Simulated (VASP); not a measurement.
# RbPd (P-6m2) in VASP: equation of state

How stiff is RbPd in PBE, and what volume does it want? The cell is scaled to several volumes.

Program: VASP 6.6.1. These are calculated values, not measurements. Logs are shortened: lines on timing, memory, paths and dates and some standing lists are left out, and cuts for length are marked.

## Step 1: The structure

The structure is hexagonal, space group P-6m2 (No. 187). The conventional cell has a = 3.446 Å, b = 3.446 Å, c = 5.319 Å, α = 90.00°, β = 90.00°, γ = 120.00°. Rb (site symmetry -6m2) has 6 Pd at 3.32 Å and 6 Rb at 3.45 Å as nearest neighbours. Pd (site symmetry -6m2) is surrounded by 6 Rb at 3.32 Å and 6 Pd at 3.45 Å.

The cell was built by a generator and needn't be a form met in nature.

## Step 2: Equation of state, PBE, 25.71 Å³/atom (volume scaled by 0.94)

The input, INCAR:

```
SYSTEM = RbPd
  ALGO = Normal
  EDIFF = 1E-7
  ENCUT = 520
  GGA = PE
  ISIF = 2
  ISMEAR = -1
  LASPH = .True.
  LCHARG = .False.
  LREAL = .False.
  LWAVE = .False.
  NBANDS = 16
  NELM = 80
  PREC = Accurate
  SIGMA = 0.05
```

The input, KPOINTS:

```
k-points
0
Gamma
  9 9 5
  0 0 0
```

The input, POSCAR:

```
RbPd
1.0
    3.3755753637      0.0000000000      0.0000000000
   -1.6877876819      2.9233396408      0.0000000000
    0.0000000000      0.0000000000      5.2099776985
Rb Pd
1 1
Direct
    0.0000000000      0.0000000000      0.5000000000
    0.6666700000      0.3333300000      0.0000000000
```

Potentials or basis: VASP PAW PBE potentials, release 64 (Rb_sv, Pd).

Started as:

```console
cat potpaw_PBE.64/Rb_sv/POTCAR potpaw_PBE.64/Pd/POTCAR > POTCAR
mpirun -np 1 vasp_std > vasp.out
```

OUTCAR:

```text
SYSTEM = RbPd
   EDIFF = 1E-7
   ENCUT = 520
   GGA = PE
   ISIF = 2
   ISMEAR = -1
   LASPH = .True.
   LREAL = .False.
   NELM = 80
   PREC = Accurate

 Found     75 irreducible k-points:

 Following reciprocal coordinates:
            Coordinates               Weight
  0.000000  0.000000  0.000000      1.000000
  0.111111  0.000000  0.000000      4.000000
 -0.111111  0.111111  0.000000      2.000000
  0.222222  0.000000  0.000000      4.000000
 -0.222222  0.222222  0.000000      2.000000
  0.333333  0.000000  0.000000      4.000000
   k-points           NKPTS =     75   k-points in BZ     NKDIM =     75   number of bands    NBANDS=     16
   number of dos      NEDOS =    301   number of ions     NIONS =      2
   total plane-waves  NPLWV =  31360
   dimension x,y,z NGX =    28 NGY =   28 NGZ =   40
   dimension x,y,z NGXF=    56 NGYF=   56 NGZF=   80
   ions per type =               1   1
   NGX,Y,Z   is equivalent  to a cutoff of  13.79, 13.79, 12.76 a.u.
   NGXF,Y,Z  is equivalent  to a cutoff of  27.58, 27.58, 25.53 a.u.
 SYSTEM =  RbPd
   PREC   = accura    normal or accurate (medium, high low for compatibility)
   ISTART =      0    job   : 0-new  1-cont  2-samecut
   ICHARG =      2    charge: 1-file 2-atom 10-const
   ISPIN  =      1    spin polarized calculation?
   LNONCOLLINEAR =      F non collinear calculations
   LSORBIT =      F    spin-orbit coupling
   LASPH  =      T    aspherical Exc in radial PAW
   ENCUT  =  520.0 eV  38.22 Ry    6.18 a.u.   6.28  6.28  9.69*2*pi/ulx,y,z
   NELM   =     80;   NELMIN=  2; NELMDL= -5     # of ELM steps
   EDIFF  = 0.1E-06   stopping-criterion for ELM
   LREAL  =      F    real-space projection
   EDIFFG = 0.1E-05   stopping-criterion for IOM
   NSW    =      0    number of steps for IOM
   IBRION =     -1    ionic relax: 0-MD 1-quasi-New 2-CG
   NFREE  =      0    steps in history (QN), initial steepest desc. (CG)
   ISIF   =      2    stress and relaxation
   ISYM   =      2    0-nonsym 1-usesym 2-fastsym
   POTIM  = 0.5000    time-step for ionic-motion
   TEBEG  =    0.0;   TEEND  =   0.0 temperature during run
   PSTRESS=    0.0 pullay stress
   NELECT =      19.0000    total number of electrons
   NUPDOWN=      -1.0000    fix difference up-down
   EMIN   =  10.00;   EMAX   =-10.00  energy-range for DOS
   EFERMI =   0.00;   METHOD = LEGACY
   ISMEAR =    -1;   SIGMA  =   0.05  broadening in eV -4-tet -1-fermi 0-gaus
   EFERMI_NEDOS =   21; number of points for ismear=-14 and -15
   IALGO  =     38    algorithm
   IMIX   =      4    mixing-type and parameters
     AMIX     =   0.40;   BMIX     =  1.00
     AMIX_MAG =   1.60;   BMIX_MAG =  1.00
  volume/ion in A,a.u.               =      25.71       173.47
  Fermi-wavevector in a.u.,A,eV,Ry     =   1.174821  2.220090 18.778822  1.380204
  Thomas-Fermi vector in A             =   2.311212
   LORBIT       =      0    0 simple, 1 ext, 2 COOP (PROOUT), +10 PAW based schemes
   GGA     = PE    functional components
   LHFCALC =     F    Hartree Fock is set to
   AEXX    =    0.0000 exact exchange contribution
   IVDW    =     0    specifies the selected vdW correction
   LEPSILON=     F    determine dielectric tensor
   LRPA    =     F    only Hartree local field effects (RPA)
 non-spin polarized calculation
  energy-cutoff  :      520.00
  volume of cell :       51.41
 maximum number of plane-waves:      1411
 NGX is ok and might be reduce to    28
   NGX = 13   NGY = 13   NGZ = 19

 number of electron      19.0000001 magnetization

 Free energy of the ion-electron system (eV)
  ---------------------------------------------------
  ext. energy  EPLUGINS =         0.00000000
  ---------------------------------------------------
  free energy    TOTEN  =        -5.20626654 eV

  energy without entropy =       -5.19756976  energy(sigma->0) =       -5.20191815

 E-fermi :   4.3292     XC(G=0):  -9.7522

 val. band max:        4.3266201404   @ k =  -0.1111   0.4444   0.0000
 cond. band min:       4.3657463907   @ k =   0.2222   0.2222   0.0000
 fundamental gap:      0.0391262503
 Fermi energy:         4.3292095018

 k-point     1 :       0.0000    0.0000    0.0000
  band No.  band energies     occupation
      1     -24.3141      2.00000
      2      -8.3210      2.00000
      3      -7.4237      2.00000
      4      -7.4237      2.00000
      5       0.3711      2.00000
      6       1.7650      2.00000
[... 8 lines left out ...]
     15      13.4121      0.00000
     16      13.4122      0.00000

 k-point     2 :       0.1111    0.0000    0.0000
  band No.  band energies     occupation
      1     -24.2760      2.00000
      2      -8.2737      2.00000
      3      -7.7212      2.00000
      4      -7.4820      2.00000
      5       0.6632      2.00000
      6       1.8812      2.00000
[... 8 lines left out ...]
     15      13.2732      0.00000
     16      13.4815      0.00000

 k-point     3 :      -0.1111    0.1111    0.0000
  band No.  band energies     occupation
      1     -24.2760      2.00000
      2      -8.2737      2.00000
      3      -7.7212      2.00000
      4      -7.4820      2.00000
      5       0.6632      2.00000
      6       1.8812      2.00000
[... 8 lines left out ...]
     15      13.2732      0.00000
     16      13.4816      0.00000

 k-point     4 :       0.2222    0.0000    0.0000
  band No.  band energies     occupation
      1     -24.1774      2.00000
      2      -8.4009      2.00000
      3      -8.1503      2.00000
      4      -7.6250      2.00000
      5       1.3727      2.00000
      6       2.0951      2.00000
[... 8 lines left out ...]
     15      12.9633      0.00000
     16      13.6393      0.00000

 k-point     5 :      -0.2222    0.2222    0.0000
  band No.  band energies     occupation
      1     -24.1774      2.00000
      2      -8.4009      2.00000
      3      -8.1503      2.00000
      4      -7.6250      2.00000
      5       1.3727      2.00000
      6       2.0951      2.00000
[... 8 lines left out ...]
     15      12.9633      0.00000
     16      13.6393      0.00000

 k-point     6 :       0.3333    0.0000    0.0000
  band No.  band energies     occupation
      1     -24.0615      2.00000
      2      -9.0838      2.00000
      3      -8.0030      2.00000
      4      -7.7803      2.00000
      5       1.6761      2.00000
      6       2.2645      2.00000
[... 8 lines left out ...]
     15      12.6642      0.00000
     16      12.8786      0.00000

 [... further k-points ...]

------------------------ aborting loop because EDIFF is reached ----------------------------------------

  FORCE on cell =-STRESS in cart. coord.  units (eV):
  Direction    XX          YY          ZZ          XY          YZ          ZX
  --------------------------------------------------------------------------------------
  -------------------------------------------------------------------------------------
  Total        0.4253419      0.4253181      0.9297268     -0.0000220      0.0000000      0.0000000
  in kB       13.2551841     13.2544438     28.9736336     -0.0006853      0.0000000      0.0000000
  external PRESSURE =      18.4944205 kB  Pullay stress =       0.0000000 kB

 VOLUME and BASIS-vectors are now :
 -----------------------------------------------------------------------------
  energy-cutoff  :      520.00
  volume of cell :       51.41
      direct lattice vectors                 reciprocal lattice vectors
     3.375575364  0.000000000  0.000000000     0.296245793  0.171037259  0.000000000
    -1.687787682  2.923339641  0.000000000     0.000000000  0.342074518  0.000000000
     0.000000000  0.000000000  5.209977699     0.000000000  0.000000000  0.191939401

 POSITION                                       TOTAL-FORCE (eV/Angst)
 -----------------------------------------------------------------------------------
      0.00000      0.00000      2.60499         0.000008     -0.000004      0.000000
      1.68780      0.97444      0.00000        -0.000008      0.000004      0.000000
 -----------------------------------------------------------------------------------
    total drift:                                0.000005      0.000011      0.000000

  FREE ENERGIE OF THE ION-ELECTRON SYSTEM (eV)
  ---------------------------------------------------
  free  energy   TOTEN  =        -5.2062665427 eV

  energy  without entropy=       -5.1975697602  energy(sigma->0) =       -5.20191815
```

OSZICAR:

```text
N       E                     dE             d eps       ncg     rms          rms(c)
DAV:   1     0.981265055633E+02    0.98127E+02   -0.88644E+03  2400   0.105E+03
DAV:   2    -0.154497328887E+01   -0.99671E+02   -0.92986E+02  3256   0.225E+02
DAV:   3    -0.541425509374E+01   -0.38693E+01   -0.38531E+01  3480   0.423E+01
DAV:   4    -0.549606177761E+01   -0.81807E-01   -0.81785E-01  3144   0.436E+00
DAV:   5    -0.549851092322E+01   -0.24491E-02   -0.24491E-02  3416   0.532E-01    0.526E+00
DAV:   6    -0.528350941116E+01    0.21500E+00   -0.38409E-01  2752   0.396E+00    0.419E+00
DAV:   7    -0.522764983457E+01    0.55860E-01   -0.17887E-01  3080   0.308E+00    0.200E+00
DAV:   8    -0.520626580056E+01    0.21384E-01   -0.56254E-02  2928   0.138E+00    0.504E-01
DAV:   9    -0.520636056047E+01   -0.94760E-04   -0.73605E-03  2592   0.695E-01    0.132E-01
DAV:  10    -0.520625713467E+01    0.10343E-03   -0.93484E-04  2912   0.217E-01    0.281E-02
DAV:  11    -0.520626553839E+01   -0.84037E-05   -0.39202E-05  2864   0.459E-02    0.510E-03
DAV:  12    -0.520626645072E+01   -0.91233E-06   -0.12048E-06  3176   0.800E-03    0.281E-03
DAV:  13    -0.520626660530E+01   -0.15457E-06   -0.39637E-07  2792   0.424E-03    0.807E-04
DAV:  14    -0.520626654270E+01    0.62591E-07   -0.32174E-08  1400   0.126E-03
   1 F= -.52062665E+01 E0= -.52019182E+01  d E =-.869678E-02
```

Run time: 70 s. Hardware: 1 thread of Intel Xeon Platinum 8488C (Sapphire Rapids), shared host; peak memory 0.22 GiB.

Results:

```yaml
Free_energy: -5.2063 eV
Pressure: 1.8 GPa
Band_gap_on_the_k_mesh: none (metal or under the smearing width)
```

## Step 3: Equation of state, PBE, 26.25 Å³/atom (volume scaled by 0.96)

The input, INCAR:

```
ALGO = Normal
EDIFF = 1E-7
ENCUT = 520
GGA = PE
ISIF = 2
ISMEAR = -1
LASPH = True
LCHARG = False
LREAL = False
LWAVE = False
NBANDS = 16
NELM = 100
PREC = Accurate
SIGMA = 0.05
```

The input, KPOINTS:

```
k-points
0
Gamma
  9 9 5
```

The input, POSCAR:

```
RbPd
1.0
    3.3993478045      0.0000000000      0.0000000000
   -1.6996739022      2.9439272180      0.0000000000
    0.0000000000      0.0000000000      5.2466688912
Rb Pd
1 1
Direct
    0.0000000000      0.0000000000      0.5000000000
    0.6666700000      0.3333300000      0.0000000000
```

Potentials or basis: VASP PAW PBE potentials, release 64 (Rb_sv, Pd).

Started as:

```console
cat potpaw_PBE.64/Rb_sv/POTCAR potpaw_PBE.64/Pd/POTCAR > POTCAR
mpirun -np 1 vasp_std > vasp.out
```

It took 63 s on 1 thread of Intel Xeon Platinum 8488C (Sapphire Rapids), shared host; peak memory 0.22 GiB.

Results (log left out):

- Free energy: -5.2168 eV
- Pressure: 1.2 GPa
- Band gap on the k mesh: none (metal or under the smearing width)

## Step 4: Equation of state, PBE, 26.80 Å³/atom (volume scaled by 0.98)

The input, INCAR:

```
SYSTEM = RbPd
PREC = Accurate
ENCUT = 520
EDIFF = 1E-7
ISMEAR = -1
SIGMA = 0.05
LREAL = .FALSE.
LASPH = .TRUE.
NELM = 100
ALGO = Normal
ISIF = 2
LWAVE = .FALSE.
LCHARG = .FALSE.
GGA = PE
NBANDS = 16
```

The input, KPOINTS:

```
Automatic mesh
0
G
  9 9 5
  0 0 0
```

The input, POSCAR:

```
RbPd
1.0
    3.4227923233      0.0000000000      0.0000000000
   -1.7113961616      2.9642308059      0.0000000000
    0.0000000000      0.0000000000      5.2828539580
Rb Pd
1 1
Direct
    0.0000000000      0.0000000000      0.5000000000
    0.6666700000      0.3333300000      0.0000000000
```

Started as:

```console
cat potpaw_PBE.64/Rb_sv/POTCAR potpaw_PBE.64/Pd/POTCAR > POTCAR
mpirun -np 1 vasp_std > vasp.out
```

Run time: 59 s. Hardware: 1 thread of Intel Xeon Platinum 8488C (Sapphire Rapids), shared host; peak memory 0.21 GiB.

Results (log left out):

```yaml
Free_energy: -5.2233 eV
Pressure: 0.7 GPa
Band_gap_on_the_k_mesh: none (metal or under the smearing width)
```

## Step 5: Equation of state, PBE, 27.89 Å³/atom (volume scaled by 1.02)

The input, INCAR:

```
ALGO     = Normal         # electronic algorithm
EDIFF    = 1E-7           # SCF threshold, eV
ENCUT    = 520            # plane-wave cutoff, eV
GGA      = PE             # functional
ISIF     = 2              # what is computed and relaxed
ISMEAR   = -1             # smearing method
LASPH    = T              # aspherical terms in the spheres
LCHARG   = F              # write CHGCAR
LREAL    = F              # projectors in reciprocal space
LWAVE    = F              # write WAVECAR
NBANDS   = 16             # bands
NELM     = 80             # most SCF steps
PREC     = Accurate       # precision mode
SIGMA    = 0.05           # smearing width, eV
```

The input, KPOINTS:

```
k-points
0
Gamma
  9 9 5
```

The input, POSCAR:

```
RbPd
1.0
    3.4687413273      0.0000000000      0.0000000000
   -1.7343706637      3.0040238872      0.0000000000
    0.0000000000      0.0000000000      5.3537732119
Rb Pd
1 1
Direct
    0.0000000000      0.0000000000      0.5000000000
    0.6666700000      0.3333300000      0.0000000000
```

Started as:

```console
cat potpaw_PBE.64/Rb_sv/POTCAR potpaw_PBE.64/Pd/POTCAR > POTCAR
mpirun -np 1 vasp_std > vasp.out
```

Run time: 57 s. Hardware: 1 thread of Intel Xeon Platinum 8488C (Sapphire Rapids), shared host; peak memory 0.22 GiB.

It converged, with:

| Property | Result |
| --- | --- |
| Free energy | -5.2260 eV |
| Pressure | -0.3 GPa |
| Band gap on the k mesh | none (metal or under the smearing width) |

## Step 6: Equation of state, PBE, 28.44 Å³/atom (volume scaled by 1.04)

The input, INCAR:

```
PREC = Accurate
ENCUT = 520
EDIFF = 1E-7
ISMEAR = -1
SIGMA = 0.05
LREAL = F
LASPH = T
NELM = 100
ALGO = Normal
ISIF = 2
LWAVE = F
LCHARG = F
GGA = PE
NBANDS = 16
```

The input, KPOINTS:

```
Automatic mesh
0
Gamma
  9 9 5
```

The input, POSCAR:

```
RbPd
1.0
    3.4912662528      0.0000000000      0.0000000000
   -1.7456331264      3.0235310824      0.0000000000
    0.0000000000      0.0000000000      5.3885389472
Rb Pd
1 1
Direct
    0.0000000000      0.0000000000      0.5000000000
    0.6666700000      0.3333300000      0.0000000000
```

Potentials or basis: VASP PAW PBE potentials, release 64 (Rb_sv, Pd).

Started as:

```console
cat potpaw_PBE.64/Rb_sv/POTCAR potpaw_PBE.64/Pd/POTCAR > POTCAR
mpirun -np 1 vasp_std > vasp.out
```

It took 57 s on 1 thread of Intel Xeon Platinum 8488C (Sapphire Rapids), shared host; peak memory 0.22 GiB.

The run converged. Its results:

* Free energy: -5.2230 eV
* Pressure: -0.6 GPa
* Band gap on the k mesh: none (metal or under the smearing width)

(Part 1 of 2 ends here.)
